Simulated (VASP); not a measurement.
InAs (d3):

```
CELL_PARAMETERS angstrom
0.00000 3.01800 3.01800
3.01800 0.00000 3.01800
3.01800 3.01800 0.00000
ATOMIC_POSITIONS crystal
In 0.00000 0.00000 0.00000
As 0.25000 0.25000 0.25000
```

```yaml
Program: VASP 6.6.1
Task: relaxation of cell and atoms
Functional: PBE
Dispersion: D3(BJ)
Potentials_or_basis: VASP PAW PBE potentials, release 64 (In_d, As)
Cutoff: 600 eV
k_mesh: 12 × 12 × 12
Occupations: gaussian, width 0.1 eV
Spin: no spin polarisation
```

At the start: pressure 2.3 GPa; volume 27.49 Å³/atom.

**Question.** How do energy, volume and symmetry change on relaxing?

**Answer.** Over 3 steps the energy falls by 7.3 meV/atom and the volume is 28.56 Å³/atom (+3.9 %); space group F-43m (No. 216, to 0.05 Å).

The path:
| step | energy change (eV) | largest force (eV/Å) | pressure (GPa) | volume (Å³) |
| --- | --- | --- | --- | --- |
| 1 | 0.0000 | 0.0000 | 2.27 | 54.98 |
| 2 | -0.0117 | 0.0000 | -0.91 | 58.14 |
| 3 | -0.0146 | 0.0000 | 0.01 | 57.12 |

Final structure:
```
CELL_PARAMETERS angstrom
0.00000 3.05670 3.05670
3.05670 0.00000 3.05670
3.05670 3.05670 0.00000
ATOMIC_POSITIONS crystal
In 0.00000 0.00000 0.00000
As 0.25000 0.25000 0.25000
```

Caveat: pairwise dispersion overbinds metals, which lowers pressure and volume.
